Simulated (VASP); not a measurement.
ZnSe:

```
Zn Se
1.0
     0.00000    2.82500    2.82500
     2.82500    0.00000    2.82500
     2.82500    2.82500    0.00000
Zn Se
1 1
Direct
  0.00000 0.00000 0.00000
  0.25000 0.25000 0.25000
```

The cell was built by a generator and needn't be a form met in nature.

- Program: VASP 6.6.1
- Task: relaxation of cell and atoms
- Functional: LDA
- Potentials or basis: VASP PAW LDA potentials, release 64 (Zn, Se)
- Cutoff: 600 eV
- k mesh: 8 × 8 × 8
- Occupations: gaussian, width 0.02 eV
- Spin: no spin polarisation

At the start: pressure -2.6 GPa; volume 22.55 Å³/atom.

Q: Where does the relaxation end?

A: Over 6 steps the energy falls by 7.3 meV/atom and the volume is 21.67 Å³/atom (-3.9 %); space group F-43m (No. 216, to 0.05 Å).

The path:
| step | energy change (eV) | largest force (eV/Å) | pressure (GPa) | volume (Å³) |
| --- | --- | --- | --- | --- |
| 1 | 0.0000 | 0.0000 | -2.59 | 45.09 |
| 2 | -0.0127 | 0.0000 | 1.00 | 42.76 |
| 3 | -0.0145 | 0.0000 | -0.14 | 43.35 |
| 4 | -0.0145 | 0.0000 | 0.09 | 43.27 |
| 5 | -0.0145 | 0.0000 | 0.04 | 43.31 |
| 6 | -0.0145 | 0.0000 | -0.01 | 43.34 |

Final structure:
```cif
data_structure
_symmetry_space_group_name_H-M 'P 1'
_symmetry_Int_Tables_number 1
_cell_length_a 3.9429
_cell_length_b 3.9429
_cell_length_c 3.9429
_cell_angle_alpha 60.000
_cell_angle_beta 60.000
_cell_angle_gamma 60.000
_cell_volume 43.34
loop_
_atom_site_label
_atom_site_type_symbol
_atom_site_fract_x
_atom_site_fract_y
_atom_site_fract_z
_atom_site_occupancy
Zn1 Zn 0.00000 0.00000 0.00000 1
Se1 Se 0.25000 0.25000 0.25000 1
```
